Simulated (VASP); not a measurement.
```yaml
crystal:
  lattice:
    - [0.00000, 2.65238, 2.65238]
    - [2.65238, 0.00000, 2.65238]
    - [2.65238, 2.65238, 0.00000]
  atoms:
    - { symbol: Co, position: [0.00000, 0.00000, 0.00000] }
    - { symbol: Si, position: [0.25000, 0.25000, 0.25000] }
    - { symbol: Si, position: [0.75000, 0.75000, 0.75000] }
```

Level of theory: PBE GGA with D4 dispersion, VASP's PBE PAW potentials (set 64) (plane waves; VASP 6.6.1). Settings: 520 eV cut-off, Gaussian smearing of 0.050 eV, potentials Co Si.

Problem. Give the energies of bands 2 to 11 at the high-symmetry points, in eV from the Fermi level.

Solution. 
| band | Γ | X | U | L | W |
|---|---|---|---|---|---|
| 2 | -4.18 | -7.34 | -8.14 | -9.37 | -8.18 |
| 3 | -4.18 | -6.49 | -6.71 | -3.68 | -6.18 |
| 4 | -4.18 | -3.71 | -3.93 | -3.68 | -6.08 |
| 5 | -1.97 | -3.71 | -3.49 | -2.21 | -2.35 |
| 6 | -1.97 | -2.00 | -2.29 | -1.68 | -2.35 |
| 7 | 1.08 | -2.00 | -1.80 | -1.68 | -2.00 |
| 8 | 3.49 | -1.96 | -1.25 | -0.46 | -1.49 |
| 9 | 3.49 | -1.37 | -0.98 | -0.46 | -0.68 |
| 10 | 3.52 | 1.72 | 2.09 | 2.82 | 3.79 |
| 11 | 3.56 | 2.97 | 5.06 | 3.53 | 3.79 |

It has no gap at this level: it comes out as a metal or semimetal.

The compound is CoSi2 in the fluorite structure. It was relaxed first. The run is not spin-polarised, so no magnetic state was tried. The electron count is odd and the run is not spin-polarised, which forces a metal.
